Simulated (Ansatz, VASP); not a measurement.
# Hf8SO15 (a cell with a defect): VASP beside Ansatz

File INCAR:

```
PREC = Accurate
ENCUT = 520
EDIFF = 1E-8
ISMEAR = -1
SIGMA = 0.01
LREAL = Auto
LASPH = True
NELM = 100
ALGO = Fast
ISIF = 2
LWAVE = False
LCHARG = False
GGA = PE
LEFG = True
NBANDS = 106
```

KPOINTS

```
regular mesh
0
Gamma
  3 3 3
```

Contents of POSCAR:

```
Hf8SO15
1.0
    0.0000000000      5.1150000000      5.1150000000
    5.1150000000      0.0000000000      5.1150000000
    5.1150000000      5.1150000000      0.0000000000
Hf S O
8 1 15
Direct
    0.0000000000      0.0000000000      0.0000000000
    0.0000000000      0.0000000000      0.5000000000
    0.0000000000      0.5000000000      0.0000000000
    0.0000000000      0.5000000000      0.5000000000
    0.5000000000      0.0000000000      0.0000000000
    0.5000000000      0.0000000000      0.5000000000
    0.5000000000      0.5000000000      0.0000000000
    0.5000000000      0.5000000000      0.5000000000
    0.1250000000      0.1250000000      0.1250000000
    0.1250000000      0.1250000000      0.6250000000
    0.1250000000      0.6250000000      0.1250000000
    0.1250000000      0.6250000000      0.6250000000
    0.6250000000      0.1250000000      0.1250000000
    0.6250000000      0.1250000000      0.6250000000
    0.6250000000      0.6250000000      0.1250000000
    0.6250000000      0.6250000000      0.6250000000
    0.3750000000      0.3750000000      0.3750000000
    0.3750000000      0.3750000000      0.8750000000
    0.3750000000      0.8750000000      0.3750000000
    0.3750000000      0.8750000000      0.8750000000
    0.8750000000      0.3750000000      0.3750000000
    0.8750000000      0.3750000000      0.8750000000
    0.8750000000      0.8750000000      0.3750000000
    0.8750000000      0.8750000000      0.8750000000
```

Input for Ansatz:

```yaml
crystal:
  lattice:
    - [0.0, 5.115, 5.115]
    - [5.115, 0.0, 5.115]
    - [5.115, 5.115, 0.0]
  atoms:
    - { symbol: Hf, position: [0.0, 0.0, 0.0] }
    - { symbol: Hf, position: [0.0, 0.0, 0.5] }
    - { symbol: Hf, position: [0.0, 0.5, 0.0] }
    - { symbol: Hf, position: [0.0, 0.5, 0.5] }
    - { symbol: Hf, position: [0.5, 0.0, 0.0] }
    - { symbol: Hf, position: [0.5, 0.0, 0.5] }
    - { symbol: Hf, position: [0.5, 0.5, 0.0] }
    - { symbol: Hf, position: [0.5, 0.5, 0.5] }
    - { symbol: S, position: [0.125, 0.125, 0.125] }
    - { symbol: O, position: [0.125, 0.125, 0.625] }
    - { symbol: O, position: [0.125, 0.625, 0.125] }
    - { symbol: O, position: [0.125, 0.625, 0.625] }
    - { symbol: O, position: [0.625, 0.125, 0.125] }
    - { symbol: O, position: [0.625, 0.125, 0.625] }
    - { symbol: O, position: [0.625, 0.625, 0.125] }
    - { symbol: O, position: [0.625, 0.625, 0.625] }
    - { symbol: O, position: [0.375, 0.375, 0.375] }
    - { symbol: O, position: [0.375, 0.375, 0.875] }
    - { symbol: O, position: [0.375, 0.875, 0.375] }
    - { symbol: O, position: [0.375, 0.875, 0.875] }
    - { symbol: O, position: [0.875, 0.375, 0.375] }
    - { symbol: O, position: [0.875, 0.375, 0.875] }
    - { symbol: O, position: [0.875, 0.875, 0.375] }
    - { symbol: O, position: [0.875, 0.875, 0.875] }
kpoints:
  mp_grid: { grid: [3, 3, 3] }
scf:
  occupations: { method: fermi_dirac, width: 0.01 }
hamiltonian:
  xc: pbe
  pseudopotentials: { kind: paw }
output:
  forces: true
  stress: true
  populations: true
  efg:
    quadrupole_moments_barn: { Hf: 3.365, S: -0.0694, O: -0.02558 }
    contact_densities: true
  write_density: true
  write_potential: true
  elf: true
  volumetric_format: npy
```

Alike in both runs: task electric field gradients; functional PBE; k mesh 3 × 3 × 3; occupations fermi-dirac, width 0.01 eV; no spin polarisation.

|  | VASP | Ansatz |
| --- | --- | --- |
| version | VASP 6.6.1 | Ansatz 0.2.0 |
| potentials or method | VASP PAW PBE potentials, release 64 (Hf_pv, S, O) | plane-wave PAW, scalar-relativistic |
| plane-wave cutoff (eV) | 520 | 420 |
| valence electrons in the cell | 176 | 304 |

Ansatz gave:

```
gap on the k mesh at the Fermi level (eV)                      : 3.12
pressure (GPa)                                                 : 11.3
rms of the force components (eV/Å)                             : 1.391
Vzz of the field gradient on the site that differs most (V/Å²) : -119.4
```

Question: What did VASP give for the same quantities?

Answer: gap on the k mesh at the Fermi level (eV): 3.14; pressure (GPa): 7.9; rms of the force components (eV/Å): 1.409; Vzz of the field gradient on the site that differs most (V/Å²): -111.5.

Atom by atom the forces differ by 0.021 eV/Å (rms over components). The two sets of potentials don't hold the same shells in valence. Ansatz warned: «gradients_without_spin_orbit».

Caveats: spin-orbit coupling is left out, which moves the levels of the heavy elements.
